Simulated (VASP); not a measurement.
Consider the following.

```
CELL_PARAMETERS angstrom
     -1.61603     1.61603     3.73921
      1.61603    -1.61603     3.73921
      1.61603     1.61603    -3.73921
ATOMIC_POSITIONS crystal
  Ru 0.00000 0.00000 0.00000
  Si 0.33568 0.33568 0.00000
  Si 0.66432 0.66432 0.00000
```

Calculation: r2SCAN meta-GGA, VASP's PBE PAW potentials (set 64) (plane waves; VASP). Settings: 400 eV cut-off, 15×15×15 Γ-centred mesh, tetrahedra with Blöchl corrections, potentials Ru_pv Si.

For a metal the tetrahedron method with Blöchl corrections gives inexact stress and forces.

Task: Give the force on each atom (eV/Å).

Result: 
```
atom     Fx     Fy      Fz
----  -----  -----  ------
Ru1   0.000  0.000   0.000
Si2   0.000  0.000   0.053
Si3   0.000  0.000  -0.053
```

Task: Give the stress tensor in GPa (positive for a compressed cell).

Result: 
```
-0.01   0.00   0.00
 0.00  -0.01   0.00
 0.00   0.00  -0.25
```
The pressure is its mean diagonal, -0.09 GPa.

The structure was generated: Si2Ru was put into the MoSi2 type (I4/mmm), which need not be its known phase. It was relaxed first, which changed the volume by +6 %.
